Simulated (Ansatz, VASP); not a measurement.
# Y3Si2F in VASP and in Ansatz

```xyz
6
Lattice="3.6178 0.0000 0.0000 0.0000 3.6178 0.0000 0.0000 0.0000 10.3720" Properties=species:S:1:pos:R:3 pbc="T T T"
Y     1.8089    1.8089    5.5732
Y     1.8089    1.8089   10.1218
Y     0.0000    0.0000    2.4859
Si    1.8089    0.0000    7.8031
Si    0.0000    1.8089    7.8031
F     0.0000    0.0000    4.7715
```

Alike in both runs: functional PBE; k mesh 4 × 4 × 4; occupations gaussian, width 0.1 eV; no spin polarisation.

Ansatz relaxed the structure, and its values are those at the end. VASP's run is a single point on that final structure, the one shown.

|  | VASP | Ansatz |
| --- | --- | --- |
| version | VASP 6.6.1 | Ansatz 0.2.0 |
| potentials or method | VASP PAW PBE potentials, release 64 (Y_sv, Si, F) | scalar-relativistic, plane waves, PAW |
| plane-wave cutoff (eV) | 520 | 420 |
| valence electrons in the cell | 48 | 48 |

|  | VASP | Ansatz | Ansatz less VASP |
| --- | --- | --- | --- |
| gap on the k mesh at the Fermi level (eV) | none | none | - |
| pressure (GPa) | -0.1 | 0.0 | +0.09 |
| rms of the force components (eV/Å) | 0.009 | 0.009 | -0.0001 |

A gap of «none» marks a metal or a gap that the smearing closes.

Caveats: the k mesh is coarse (spacing up to 0.43 Å⁻¹), so the values aren't converged.
